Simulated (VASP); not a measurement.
## MgS (Niningerite) with r2SCAN: from relaxation to properties

Wanted: the relaxed cell of MgS (Niningerite) and its properties. The steps: full relaxation (r2SCAN), single point with fields (r2SCAN), band structure (r2SCAN), density of states (r2SCAN), independent-particle dielectric function (r2SCAN), volume scan with r2SCAN and fit for r2SCAN. The start is a cell from a database of measured crystal structures.

Calculated with VASP 6.6.1; r2SCAN; plane waves and PAW (Mg, S).

Most raw output is cut from this account.

### 1. The starting structure

Before any relaxation, the start is as follows. The structure is cubic, space group Fm-3m (No. 225). The conventional cell has a = 5.203 Å, b = 5.203 Å, c = 5.203 Å, α = 90.00°, β = 90.00°, γ = 90.00°. Nearest to Mg lie 6 S at 2.60 Å. Nearest to S lie 6 Mg at 2.60 Å. Farther neighbours and most contacts between anions are not listed.

Structure file:

```
Mg S
1.0
     0.00000    2.60165    2.60165
     2.60165    0.00000    2.60165
     2.60165    2.60165    0.00000
Mg S
1 1
Direct
  0.00000 0.00000 0.00000
  0.50000 0.50000 0.50000
```

### 2. Full relaxation (r2SCAN)

The start need not lie at this functional's minimum. ISIF = 3 frees volume, shape and positions, and EDIFFG sets the threshold on forces and stress at which the search stops. r2SCAN adds the kinetic-energy density, costs more than a GGA and is run with LASPH.

Contents of INCAR:

```
SYSTEM = MgS
PREC = Accurate
ENCUT = 400
EDIFF = 1E-06
NELM = 100
ISMEAR = 0
SIGMA = 0.05
LREAL = .FALSE.
ALGO = Normal
METAGGA = R2SCAN
LASPH = .TRUE.
NBANDS = 10
LORBIT = 11
LWAVE = .FALSE.
LCHARG = .FALSE.
KPAR = 2
IBRION = 2
NSW = 60
ISIF = 3
EDIFFG = -0.01
```

Contents of POSCAR:

```
MgS
1.0
    0.0000000000      2.6016500000      2.6016500000
    2.6016500000      0.0000000000      2.6016500000
    2.6016500000      2.6016500000      0.0000000000
Mg S
1 1
Direct
    0.0000000000      0.0000000000      0.0000000000
    0.5000000000      0.5000000000      0.5000000000
```

Contents of KPOINTS:

```
Automatic mesh
0
Gamma
6 6 6
0 0 0
```

Potentials, in the order of the species: Mg and S (PBE family, release 64).

The run is started by

```console
> mpirun -np 2 vasp_std
```

Wall time 20 s (2 MPI ranks of AMD EPYC 7R43, shared host); peak memory 0.21 GiB; 38 s of CPU time.

The gap is read on the k-mesh alone, so it is an upper bound where the band edges lie off the mesh, and a coarse mesh can show a gap where there is none. The PAW data sets were made with PBE, which is usual practice but a small mismatch for other functionals. The run keeps the 48 symmetry operations of its start, so it cannot find a distortion of lower symmetry.

Relaxation path:

```
step  energy less that of the first step (eV)  largest force (eV/Å)  pressure (GPa)  volume (Å³)
   1                                   0.0000                0.0000           -0.45        35.22
   2                                  -0.0003                0.0000            0.12        34.97
   3                                  -0.0003                0.0000            0.01        35.02
```

```
conventional cell, symmetrised  before  after  change
                         a (Å)   5.203  5.193  -0.2 %
                         b (Å)   5.203  5.193  -0.2 %
                         c (Å)   5.203  5.193  -0.2 %
              volume (Å³/atom)   17.61  17.51  -0.6 %
```

The relaxed structure:

```xyz
2
Lattice="0.0000 2.5967 2.5967 2.5967 0.0000 2.5967 2.5967 2.5967 0.0000" Properties=species:S:1:pos:R:3 pbc="T T T"
Mg    0.0000    0.0000    0.0000
S     2.5967    2.5967    2.5967
```

Numbers from this step:

```
electrons                              : 8
bands                                  : 10
irreducible k-points                   : 16
symmetry operations                    : 48
free energy (TOTEN)                    : -15.51 eV
Fermi energy                           : 3.762 eV
pressure                               : 0.01144 GPa
metallic, judged on the points sampled : no
valence top at k                       : 0, 0, 0
conduction bottom at k                 : 0.5, 0.5, 0
least direct gap at k                  : 0, 0, 0
SCF cycles over all ionic steps        : 21
gap on the k-mesh                      : 3.445 eV
least direct gap on the k-mesh         : 4.663 eV
```

It ends with forces that vanish by symmetry and a pressure of 0.01 GPa. The volume lies -0.6 % from that of the database's start, part of which can be the thermal and zero-point expansion of its experiment.

### 3. Single point with fields (r2SCAN)

The relaxed cell gets a fresh self-consistent run, on a basis set for its own volume, to fix the density and to check the remaining stress.

INCAR, as its differences from that of step 2:

```diff
@@ -14,7 +14,5 @@
 LWAVE = .FALSE.
-LCHARG = .FALSE.
-KPAR = 2
-IBRION = 2
-NSW = 60
-ISIF = 3
-EDIFFG = -0.01
+LCHARG = .TRUE.
+ISIF = 2
+LELF = .TRUE.
+LVHAR = .TRUE.
```

Contents of POSCAR:

```
MgS
1.0
    0.0000000000      2.5966906558      2.5966906558
    2.5966906558      0.0000000000      2.5966906558
    2.5966906558      2.5966906558      0.0000000000
Mg S
1 1
Direct
    0.0000000000      0.0000000000      0.0000000000
    0.5000000000      0.5000000000      0.5000000000
```

KPOINTS is that of step 2.

The run is started by

```console
> mpirun -np 2 vasp_std
```

Run time: 10 s. Hardware: 2 MPI ranks; peak memory 0.18 GiB.

Numbers from this step:

```
SCF cycles                     : 13
pressure                       : 0.01265 GPa
least direct gap on the k-mesh : 4.664 eV
```

Valence electrons inside each PAW sphere by angular momentum. Sphere charges, by row:

```
atom  s (e)  p (e)  d (e)  tot (e)
 Mg1  0.125  0.124  0.038    0.287
  S2  1.301  2.543      0    3.844
```

Electrostatic potential energy in the ac plane of the conventional cell at fractional y = 0.000, with atoms of Mg and S within 0.2 Å of it. With pseudopotentials it is smooth inside the atoms' cores, unlike the true potential.

Ten even steps from '_' (-86 eV) to '@' (3 eV), each cell a mean:
```
**##%%@@@@++____--%%@@@@####
##%%@@@@@@%%++==##@@@@@@%%##
@@@@@@@@@@@@@@@@@@@@@@@@@@@@
@@@@@@@@@@@@@@@@@@@@@@@@@@@@
##@@@@@@@@@@%%%%%%@@@@@@@@%%
::++@@@@@@%%######%%@@@@##--
__::##@@@@##****##%%@@@@==__
__--%%@@@@####**##%%@@@@++__
==##@@@@@@%%####%%@@@@@@%%++
@@@@@@@@@@@@@@@@@@@@@@@@@@@@
@@@@@@@@@@@@@@@@@@@@@@@@@@@@
%%%%@@@@@@@@%%##@@@@@@@@@@%%
####%%@@@@##--::++@@@@@@%%##
**##%%@@@@==____::##@@@@##**
```
Columns run along a (5.2 Å; values clipped at the 3rd and 97th percentile), rows up along c (5.2 Å), edges of the conventional cell, whose origin can differ from the input's. Atoms in or near the plane, at fractional coordinates: Mg at (0.00, 0.00), Mg at (0.50, 0.50), S at (0.50, 0.00), S at (0.00, 0.50).

Valence density in the ac plane of the conventional cell at fractional y = 0.000, with atoms of Mg and S within 0.2 Å of it. It is the smooth field of the valence electrons, not physical close to the nuclei.

Values in e/Å³, 14 rows by 14 columns, each cell a mean:
```
0.0 0.0 0.1 0.2 0.5 1.0 0.8 0.5 1.0 0.8 0.3 0.1 0.1 0.0
0.1 0.1 0.1 0.1 0.3 0.7 1.0 1.1 0.9 0.5 0.2 0.1 0.1 0.1
0.1 0.1 0.1 0.1 0.2 0.3 0.5 0.6 0.4 0.2 0.1 0.1 0.1 0.1
0.3 0.3 0.2 0.1 0.1 0.1 0.2 0.2 0.2 0.1 0.1 0.1 0.2 0.3
0.8 0.6 0.3 0.2 0.1 0.1 0.1 0.1 0.1 0.1 0.1 0.2 0.5 0.8
1.0 1.0 0.6 0.3 0.1 0.1 0.0 0.0 0.0 0.1 0.2 0.4 0.9 1.0
0.2 1.0 0.8 0.3 0.1 0.1 0.0 0.0 0.0 0.1 0.2 0.6 1.1 0.5
0.5 1.0 0.8 0.3 0.1 0.1 0.0 0.0 0.0 0.1 0.2 0.5 1.0 0.8
1.1 0.9 0.5 0.2 0.1 0.1 0.1 0.1 0.1 0.1 0.1 0.3 0.7 1.0
0.6 0.4 0.2 0.1 0.1 0.1 0.1 0.1 0.1 0.1 0.1 0.2 0.3 0.5
0.2 0.2 0.1 0.1 0.1 0.2 0.3 0.3 0.3 0.2 0.1 0.1 0.1 0.2
0.1 0.1 0.1 0.1 0.2 0.5 0.8 0.8 0.6 0.3 0.2 0.1 0.1 0.1
0.0 0.0 0.1 0.2 0.4 0.9 1.0 1.0 1.0 0.6 0.3 0.1 0.1 0.0
0.0 0.0 0.1 0.2 0.6 1.1 0.5 0.2 1.0 0.8 0.3 0.1 0.1 0.0
```
Columns run along a (5.2 Å), rows up along c (5.2 Å), edges of the conventional cell, whose origin can differ from the input's. Atoms in or near the plane, at fractional coordinates: Mg at (0.00, 0.00), Mg at (0.50, 0.50), S at (0.50, 0.00), S at (0.00, 0.50).

ELF in the ac plane of the conventional cell at fractional y = 0.000, with atoms of Mg and S within 0.2 Å of it. It is the smooth field of the valence electrons, not physical close to the nuclei.

Ten even steps from '0' (0.00) to '9' (0.86), each cell a mean:
```
00389975899510
11158999997301
64225899973135
98522588631379
99852134213799
89984100026998
48996100048995
58995100038997
99973011115899
99731356422589
86313799852258
42137999985213
00269988998410
00489954899610
```
Columns run along a (5.2 Å), rows up along c (5.2 Å), edges of the conventional cell, whose origin can differ from the input's. Atoms in or near the plane, at fractional coordinates: Mg at (0.00, 0.00), Mg at (0.50, 0.50), S at (0.50, 0.00), S at (0.00, 0.50).

In this run the pressure is 0.01 GPa, small enough to go on; single stress components reach 0.01 GPa.

### 4. Band structure (r2SCAN)

The mesh alone shows little of the dispersion and can miss band extrema, so KPOINTS_OPT adds a path through the symmetry points after the self-consistent cycle.

Contents of INCAR:

```
SYSTEM = MgS
PREC = Accurate
ENCUT = 400
EDIFF = 1E-06
NELM = 100
ISMEAR = 0
SIGMA = 0.05
LREAL = .FALSE.
ALGO = Normal
METAGGA = R2SCAN
LASPH = .TRUE.
NBANDS = 16
LORBIT = 11
LWAVE = .FALSE.
LCHARG = .FALSE.
KPAR = 2
```

POSCAR is that of step 3.

KPOINTS is that of step 3.

Contents of KPOINTS_OPT:

```
Line mode
16
Line-mode
Reciprocal
  0.00000000   0.00000000   0.00000000 GAMMA
  0.50000000   0.00000000   0.50000000 X

  0.50000000   0.00000000   0.50000000 X
  0.50000000   0.25000000   0.75000000 W

  0.50000000   0.25000000   0.75000000 W
  0.37500000   0.37500000   0.75000000 K

  0.37500000   0.37500000   0.75000000 K
  0.00000000   0.00000000   0.00000000 GAMMA

  0.00000000   0.00000000   0.00000000 GAMMA
  0.50000000   0.50000000   0.50000000 L

  0.50000000   0.50000000   0.50000000 L
  0.62500000   0.25000000   0.62500000 U

  0.62500000   0.25000000   0.62500000 U
  0.50000000   0.25000000   0.75000000 W

  0.50000000   0.25000000   0.75000000 W
  0.50000000   0.50000000   0.50000000 L

  0.50000000   0.50000000   0.50000000 L
  0.37500000   0.37500000   0.75000000 K

  0.62500000   0.25000000   0.62500000 U
  0.50000000   0.00000000   0.50000000 X
```

The run is started by

```console
> mpirun -np 2 vasp_std
```

Wall time 56 s (2 MPI ranks); peak memory 0.22 GiB.

This step gave:

- SCF cycles: 12
- bands: 16
- Fermi energy: 3.794 eV
- pressure: 0.01218 GPa
- least gap on mesh and path: 3.445 eV
- least direct gap on mesh and path: 4.664 eV
- conduction bottom at k: 0.5, 0, 0.5

Electronic bands along the path, in eV, zero at the valence-band top; v1 is the highest filled band, c1 the lowest empty one:

```
          point     v3     v2     v1    c1    c2     c3     c4
              Γ   0.00   0.00   0.00  4.66  8.53   8.53   8.53
0.47 of the way  -2.35  -0.91  -0.91  5.95  6.34   8.87  10.69
              X  -4.30  -1.74  -1.74  3.44  4.91  13.20  13.50
0.47 of the way  -4.08  -2.25  -2.05  4.34  5.91  11.11  11.75
              W  -3.31  -3.31  -2.36  5.92  8.64   8.64   8.83
0.47 of the way  -3.65  -3.16  -1.93  5.31  7.58   9.53  10.03
              K  -3.79  -3.23  -1.41  4.55  7.34  10.45  10.97
0.53 of the way  -2.85  -1.35  -0.28  6.90  7.88   8.17   8.64
              Γ   0.00   0.00   0.00  4.66  8.53   8.53   8.53
0.47 of the way  -2.58  -0.31  -0.31  5.76  8.53   8.53   8.94
              L  -4.91  -0.63  -0.63  5.22  7.51   7.51  11.30
0.47 of the way  -4.55  -1.84  -0.91  5.81  7.22   8.43  10.77
              U  -3.79  -3.23  -1.41  4.55  7.34  10.45  10.97
0.47 of the way  -3.68  -3.17  -1.83  5.16  7.52   9.68  10.21
              W  -3.31  -3.31  -2.36  5.92  8.64   8.64   8.83
0.47 of the way  -4.30  -2.31  -1.26  6.17  6.91   9.28  10.08
              L  -4.91  -0.63  -0.63  5.22  7.51   7.51  11.30
0.47 of the way  -4.55  -1.84  -0.91  5.81  7.22   8.43  10.77
              K  -3.79  -3.23  -1.41  4.55  7.34  10.45  10.97
      jump to U  -3.79  -3.23  -1.41  4.55  7.34  10.45  10.97
0.47 of the way  -4.15  -2.35  -1.64  3.91  5.66  11.90  12.31
              X  -4.30  -1.74  -1.74  3.44  4.91  13.20  13.50
```

Of the projections kept (Mg, S), the largest for each band there, as a share of the weight inside these atoms' spheres; weight between the spheres isn't counted:

```
point      v3      v2      v1       c1       c2       c3       c4
    Γ  S 0.97  S 0.97  S 0.97   S 0.62  Mg 1.00  Mg 1.00  Mg 1.00
    X  S 0.88  S 0.92  S 0.92  Mg 0.88  Mg 1.00   S 0.85  Mg 1.00
    W  S 0.89  S 0.89  S 0.83  Mg 0.58   S 0.80   S 0.80  Mg 0.80
    K  S 0.88  S 0.84  S 0.94  Mg 0.85   S 0.64  Mg 0.72   S 0.88
    Γ  S 0.97  S 0.97  S 0.97   S 0.62  Mg 1.00  Mg 1.00  Mg 1.00
    L  S 0.78  S 0.97  S 0.97   S 0.60  Mg 1.00  Mg 1.00  Mg 0.59
```

The path finds the gap of the mesh within 0.02 eV, so the mesh comes close to both band edges.

### 5. Density of states (r2SCAN)

A density of states needs more k-points than a total energy, and tetrahedra (ISMEAR = -5) or a smearing that fits the mesh; LORBIT projects the states on the PAW spheres. The mesh is finer than in the run before.

INCAR, as its differences from that of step 4:

```diff
@@ -5,3 +5,3 @@
 NELM = 100
-ISMEAR = 0
+ISMEAR = -5
 SIGMA = 0.05
@@ -16 +16,2 @@
 KPAR = 2
+NEDOS = 2001
```

POSCAR is that of step 4.

Contents of KPOINTS:

```
Automatic mesh
0
Gamma
9 9 9
0 0 0
```

The run is started by

```console
> mpirun -np 2 vasp_std
```

Elapsed: 25 s, on 2 MPI ranks; peak memory 0.23 GiB.

This step gave:

```yaml
irreducible_k_points: 35
fermi_energy: 3.546 eV
pressure: -0.01079 GPa
conduction_bottom_at_k: 0.4444, 0.4444, 0
gap_on_the_k_mesh: 3.577 eV
```

The density of states has structure finer than the step of the table below, so its rows give means over 1 eV, whole bins alone (the curve runs from -12.0 to 11.5 eV). Peaks (eV: height): total -11.5: 3.21, -3.9: 3.19, -0.9: 2.12, 10.0: 2.07; S p -3.9: 1.06, -0.7: 1.09, 10.0: 0.324; Mg s -3.9: 0.115, 5.8: 0.193, 7.2: 0.0606, 10.0: 0.0492; Mg p 6.0: 0.0876, 7.2: 0.104, 8.3: 0.168, 10.0: 0.140; S s -11.5: 2.13.

States under -12.0 eV and over 11.5 eV are left out. Table of density of states by energy, zero at the valence-band top; means over each step; values in states/eV/cell:

```
energy (eV)   total      S p     Mg s     Mg p      S s
        -11   0.143   4.5e-5   2.4e-4   5.6e-4   0.0947
        -10       0        0        0        0        0
         -9       0        0        0        0        0
         -8       0        0        0        0        0
         -7       0        0        0        0        0
         -6       0        0        0        0        0
         -5   0.105   0.0321  0.00740   4.3e-4   6.4e-4
         -4    1.42    0.469   0.0591   0.0263   0.0205
         -3   0.777    0.288   0.0191   0.0175   0.0154
         -2    1.42    0.610   0.0168   0.0349  0.00962
         -1    1.95    0.968  0.00629   0.0302  0.00428
          0   0.330    0.180   1.0e-4  0.00416   3.6e-4
          1       0        0        0        0        0
          2       0        0        0        0        0
          3  4.8e-5        0   1.3e-5        0        0
          4   0.139  0.00411   0.0330  0.00281  0.00426
          5   0.524   0.0250   0.0884   0.0181   0.0171
          6    1.54   0.0890    0.146   0.0688   0.0886
          7    1.12   0.0887   0.0410   0.0625   0.0233
          8    1.32   0.0992   0.0281    0.109   0.0236
          9    1.32    0.119   0.0206    0.116   0.0273
         10    1.47    0.211   0.0353    0.105   0.0198
         11   0.889    0.129   0.0265   0.0499  0.00823
```

The gap on this mesh is 3.58 eV, over the 3.44 eV of the band run, since this mesh misses a band edge. In the top eV of the valence band the largest shares in the PAW spheres are S p 53 %. The rest lies in smaller channels or between the spheres.

### 6. Independent-particle dielectric function (r2SCAN)

LOPTICS sums transitions from filled to empty bands. NBANDS is raised for it.

Contents of INCAR:

```
SYSTEM = MgS
PREC = Accurate
ENCUT = 400
EDIFF = 1E-06
NELM = 100
ISMEAR = 0
SIGMA = 0.05
LREAL = .FALSE.
ALGO = Normal
METAGGA = R2SCAN
LASPH = .TRUE.
NBANDS = 20
LORBIT = 11
LWAVE = .FALSE.
LCHARG = .FALSE.
KPAR = 2
LOPTICS = .TRUE.
NEDOS = 1500
CSHIFT = 0.1
```

POSCAR is that of step 5.

KPOINTS is that of step 5.

The run is started by

```console
> mpirun -np 2 vasp_std
```

The job ended after 31 s (2 MPI ranks; peak memory 0.24 GiB).

These are independent-particle spectra without excitons or local fields. Their onset and peaks carry the functional's gap error, and fine structure and low peaks depend on the mesh and on CSHIFT.

Numbers from this step:

```
bands        : 20
Fermi energy : 3.749 eV
pressure     : -0.009796 GPa
```

Imaginary dielectric function, xx against photon energy; read off at these points:

```
photon energy (eV)  imaginary dielectric function, xx
              0.00                                  0
              0.50                            0.00775
              1.00                             0.0160
              1.50                             0.0254
              2.00                             0.0368
              2.50                             0.0515
              3.00                             0.0720
              3.50                              0.103
              4.00                              0.160
              4.50                              0.373
              5.00                              0.696
              5.50                               3.37
              5.92                               9.52
              6.00                               9.13
              6.50                               15.5
              6.62                               18.7
              7.00                               9.58
              7.25                               11.6
              7.50                               7.77
              8.00                               10.2
              8.24                               10.6
              8.50                               8.30
              9.00                               7.23
              9.50                               5.65
             10.00                               3.60
             10.50                               3.63
             11.00                               3.33
             11.50                               2.13
             12.00                               1.76
             12.50                               1.45
             13.00                               1.23
             13.50                               1.15
             14.00                              0.598
             14.50                              0.536
             15.00                              0.637
             15.50                              0.470
             16.00                              0.527
             16.50                              0.340
             17.00                              0.186
             17.50                              0.194
             18.00                              0.298
             18.50                              0.267
             19.00                              0.351
             19.50                              0.252
             20.00                              0.150
             20.50                              0.228
             21.00                              0.212
             21.50                              0.227
             22.00                              0.150
             22.50                              0.154
             23.00                             0.0815
             23.50                              0.122
             24.00                              0.105
             24.50                              0.125
```

The real dielectric function, xx by photon energy:

photon energy (eV), real dielectric function, xx and a bar from the least value:
```
        0        5.2 ####################
        1        5.2 ####################
        2        5.5 ####################
        3        6.0 #####################
        4        7.1 ########################
        5        9.8 ##############################
        6        9.6 #############################
        7        0.8 ##########
        8        0.3 #########
        9       -3.6 
       10       -2.7 ##
       11       -2.3 ###
       12       -1.8 ####
       13       -1.5 #####
       14       -1.2 #####
       15       -0.7 ######
       16       -0.5 #######
       17       -0.3 #######
       18        0.0 ########
       19        0.0 ########
       20        0.2 ########
       21        0.2 ########
       22        0.3 #########
       23        0.3 #########
       24        0.4 #########
```

The mean of ε2 over directions passes 5 % of its top at 5.12 eV, against a least direct gap of 4.66 eV on this mesh, so the first direct transitions are weak, forbidden or few. The indirect gap (3.44 eV in the band run) doesn't show, since phonons are left out.

(Part 1 of 2 ends here.)

[Lines on the potential files, build, host, timing and source positions are cut from VASP's logs without a mark.]

[Logs are printed without paths, hosts, clocks, repeated set-up lines and the standing remarks that a program may print on its own settings, such as how far it seeks lower states.]

[Hosts, paths, dates, database ids (printed as entryN), source tags and the programs' standing remarks are cut or masked in the printed files.]

[A measured line is paired with the nearest computed mode of its activity, which favours agreement.]

[In band tables of VASP the shares of atoms and orbitals are scaled to a sum of 1 inside the atoms' spheres.]
